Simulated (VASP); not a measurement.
# Band gap of CdS (Hawleyite) at several levels of theory, part 3 of 3

How does the band gap of CdS (Hawleyite) depend on the functional? The starting structure is a measured crystal structure from the Crystallography Open Database. Cell and atoms stay as given. Meshes and data sets differ where the inputs say so.

VASP 6.6.1.

Results so far: LDA 0.886 eV; PBE 1.143 eV; r2SCAN 1.587 eV; TB-mBJ 2.640 eV; LDA + spin-orbit coupling 0.871 eV; r2SCAN + spin-orbit coupling 1.573 eV; TB-mBJ + spin-orbit coupling 2.632 eV.

### 9. Bands with HSE06 (continued)

Level of this step: HSE06; plane waves and PAW (Cd, S) (VASP).

Numbers of over 12 decimals in the logs are rounded to 6 here.

Parts of OUTCAR (step 9):

```text
 POSITION                                       TOTAL-FORCE (eV/Angst)
 -----------------------------------------------------------------------------------
      0.00000      0.00000      0.00000         0.000000      0.000000      0.000000
      4.37475      4.37475      4.37475        -0.000000     -0.000000     -0.000000
 -----------------------------------------------------------------------------------
    total drift:                               -0.000087     -0.000113     -0.000063

  FREE ENERGIE OF THE ION-ELECTRON SYSTEM (eV)
  ---------------------------------------------------
  free  energy   TOTEN  =        -7.5971955190 eV

  energy  without entropy=       -7.5971955190  energy(sigma->0) =       -7.59719552

[... 3 further parts left out ...]
[key lines of the parts left out:]
E-fermi :   0.8766
```

HSE06 gives a direct gap of 2.196 eV. The least gap is +1.310 eV from that of LDA, on another mesh, which alone can move a gap by some hundredths of an eV.

### 10. Bands with PBE0

PBE0 keeps a quarter of exact exchange at all ranges; it tends to overshoot small gaps. This run uses a 4×4×4 mesh. It starts from the orbitals of an earlier run, not shown.

INCAR

```
SYSTEM = CdS
PREC = Accurate
ENCUT = 357
EDIFF = 1E-06
NELM = 100
ISMEAR = 0
SIGMA = 0.03
LREAL = .FALSE.
ALGO = Normal
LHFCALC = .TRUE.
AEXX = 0.25
GGA = PE
LASPH = .TRUE.
NBANDS = 15
PRECFOCK = Fast
HFRCUT = -1
LORBIT = 11
LWAVE = .FALSE.
LCHARG = .FALSE.
KPAR = 4
```

POSCAR

```
CdS
1.0
    0.0000000000      2.9165000000      2.9165000000
    2.9165000000      0.0000000000      2.9165000000
    2.9165000000      2.9165000000      0.0000000000
Cd S
1 1
Direct
    0.0000000000      0.0000000000      0.0000000000
    0.7500000000      0.7500000000      0.7500000000
```

KPOINTS

```
Automatic mesh
0
Gamma
4 4 4
0 0 0
```

KPOINTS_OPT

```
Line mode
10
Line-mode
Reciprocal
  0.00000000   0.00000000   0.00000000 GAMMA
  0.50000000   0.00000000   0.50000000 X

  0.50000000   0.00000000   0.50000000 X
  0.50000000   0.25000000   0.75000000 W

  0.50000000   0.25000000   0.75000000 W
  0.37500000   0.37500000   0.75000000 K

  0.37500000   0.37500000   0.75000000 K
  0.00000000   0.00000000   0.00000000 GAMMA

  0.00000000   0.00000000   0.00000000 GAMMA
  0.50000000   0.50000000   0.50000000 L

  0.50000000   0.50000000   0.50000000 L
  0.62500000   0.25000000   0.62500000 U

  0.62500000   0.25000000   0.62500000 U
  0.50000000   0.25000000   0.75000000 W

  0.50000000   0.25000000   0.75000000 W
  0.50000000   0.50000000   0.50000000 L

  0.50000000   0.50000000   0.50000000 L
  0.37500000   0.37500000   0.75000000 K

  0.62500000   0.25000000   0.62500000 U
  0.50000000   0.00000000   0.50000000 X
```

Potentials, in the order of the species: Cd and S (PBE family, release 64).

Run with:

```
$ mpirun -np 4 vasp_std
```

Output:

```text
[banner, memory and clock lines left out]
running    4 mpi-ranks, on    1 nodes
[...]
LDA part: xc-table for (Slater+PW92), standard interpolation
 found WAVECAR, reading the header
 POSCAR, INCAR and KPOINTS ok, starting setup
[...]
HFRCUT set to (new)   9.118060
 reading WAVECAR
 the WAVECAR file was read successfully
 initial charge from wavefunction
 entering main loop
       N       E                     dE             d eps       ncg     rms          rms(c)
DAV:   1    -0.814872891933E+01   -0.81487E+01   -0.10067E+00   240   0.115E+01    0.326E+00
DAV:   2    -0.814519312476E+01    0.35358E-02   -0.81309E-02   275   0.387E+00    0.186E+00
DAV:   3    -0.813689554402E+01    0.82976E-02   -0.16326E-02   275   0.153E+00    0.116E+00
DAV:   4    -0.813586302302E+01    0.10325E-02   -0.30168E-03   268   0.510E-01    0.739E-01
[...]
DAV:   8    -0.813569889805E+01    0.72424E-05   -0.57938E-06   268   0.156E-02    0.772E-02
DAV:   9    -0.813569706067E+01    0.18374E-05   -0.17617E-06   254   0.926E-03    0.425E-02
DAV:  10    -0.813569663839E+01    0.42228E-06   -0.65162E-07   190   0.598E-03
   1 F= -.81356966E+01 E0= -.81356966E+01  d E =-.115577E-24
 Start KPOINTS_OPT (optional k-point list driver)
k-point batch [1-8\100]
       N       E                     dE             ncg
DAV:   1     0.904684092160E+02   -0.15314E+04      248
DAV:   2    -0.869748752536E+03   -0.96022E+03      268
DAV:   3    -0.914666582960E+03   -0.44918E+02      331
DAV:   4    -0.915202486962E+03   -0.53590E+00      317
DAV:   5    -0.915206648584E+03   -0.41616E-02      317
DAV:   6    -0.915206715314E+03   -0.66730E-04      303
DAV:   7    -0.915206717128E+03   -0.18141E-05      303
DAV:   8    -0.915206717183E+03   -0.54806E-07      232
[...]
k-point batch [97-100\100]
       N       E                     dE             ncg
DAV:   1     0.207491300056E+04   -0.22548E+04      144
DAV:   2     0.167754598423E+04   -0.39737E+03      148
DAV:   3     0.166289477064E+04   -0.14651E+02      148
DAV:   4     0.166274040947E+04   -0.15436E+00      176
DAV:   5     0.166273911904E+04   -0.12904E-02      162
DAV:   6     0.166273910142E+04   -0.17619E-04      148
DAV:   7     0.166273910107E+04   -0.35285E-06      132
```

The job ended after 3 min (4 MPI ranks of Intel Xeon 6975P-C (Granite Rapids), shared host; peak memory 0.67 GiB; 11 min of CPU time).

Parts of OUTCAR (step 10):

```text
 POSITION                                       TOTAL-FORCE (eV/Angst)
 -----------------------------------------------------------------------------------
      0.00000      0.00000      0.00000        -0.000000      0.000000      0.000000
      4.37475      4.37475      4.37475         0.000000     -0.000000     -0.000000
 -----------------------------------------------------------------------------------
    total drift:                               -0.000084     -0.000115     -0.000066

  FREE ENERGIE OF THE ION-ELECTRON SYSTEM (eV)
  ---------------------------------------------------
  free  energy   TOTEN  =        -8.1356966384 eV

  energy  without entropy=       -8.1356966384  energy(sigma->0) =       -8.13569664

[... 2 parts as in an earlier step ...]

[... 1 further part left out ...]
[key lines of the parts left out:]
E-fermi :   0.5119
```

PBE0 gives a direct gap of 2.868 eV. The least gap is +1.982 eV from that of LDA, on another mesh, which alone can move a gap by some hundredths of an eV.

### 11. The runs compared

```tsv
level	gap (eV)	least direct gap (eV)	mesh	core minutes
LDA	0.886	0.886	6×6×6	0.653
PBE	1.143	1.143	6×6×6	0.693
r2SCAN	1.587	1.587	6×6×6	2.47
TB-mBJ	2.64	2.64	6×6×6	3.47
LDA + spin-orbit coupling	0.871	0.871	6×6×6	2.8
r2SCAN + spin-orbit coupling	1.573	1.573	6×6×6	13.8
TB-mBJ + spin-orbit coupling	2.632	2.632	6×6×6	10.2
HSE06	2.196	2.197	4×4×4	11.0
PBE0	2.868	2.868	4×4×4	11.9
```

Core minutes are wall time times ranks of the run shown, on a shared host.

### 12. Results

```yaml
gap_lda: 0.886 eV
gap_pbe: 1.143 eV
gap_r2scan: 1.587 eV
gap_tb_mbj: 2.640 eV
gap_lda_spin_orbit_coupling: 0.871 eV
gap_r2scan_spin_orbit_coupling: 1.573 eV
gap_tb_mbj_spin_orbit_coupling: 2.632 eV
gap_hse06: 2.196 eV
gap_pbe0: 2.868 eV
```

Without spin-orbit coupling the gap of CdS (Hawleyite) runs from 0.886 eV (LDA) to 2.868 eV (PBE0). HSE06 gives +1.05 eV from PBE, on another mesh, which alone can move a gap by some hundredths of an eV. TB-mBJ lies +0.44 eV from HSE06, on another mesh, which alone can move a gap by some hundredths of an eV. Spin-orbit coupling changes the LDA gap by -0.015 eV. Spin-orbit coupling changes the r2SCAN gap by -0.013 eV. Spin-orbit coupling changes the TB-mBJ gap by -0.008 eV. These are gaps between Kohn-Sham or generalised Kohn-Sham levels of a static lattice, without excitons or temperature. Further runs on this material are not shown.

[Lines on the potential files, build, host, timing and source positions are cut from VASP's logs without a mark.]

[Logs are printed without paths, hosts, clocks, repeated set-up lines and the standing remarks that a program may print on its own settings, such as how far it seeks lower states.]

[Hosts, paths, dates, database ids (printed as entryN), source tags and the programs' standing remarks are cut or masked in the printed files.]
